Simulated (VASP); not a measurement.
Given:

```
Al
1.0
    0.00000     2.03244     2.03244
    2.03244     0.00000     2.03244
    2.03244     2.03244     0.00000
Al
1
Direct
  0.00000   0.00000   0.00000
```

Method: vdW-DF-cx, VASP's PBE PAW potentials (set 64) (plane waves; VASP). Settings: 520 eV cut-off, 16×16×16 Γ-centred mesh, first-order Methfessel-Paxton smearing of 0.10 eV, potentials Al.

Q: Give the stress tensor in GPa (positive for a compressed cell).

A: 
```
-2.03   0.00   0.00
 0.00  -2.03   0.00
 0.00   0.00  -2.03
```
The pressure is its mean diagonal, -2.03 GPa.

The compound is Al in the fcc structure. This cell is one point of a volume scan, at 1.03 of the reference volume.
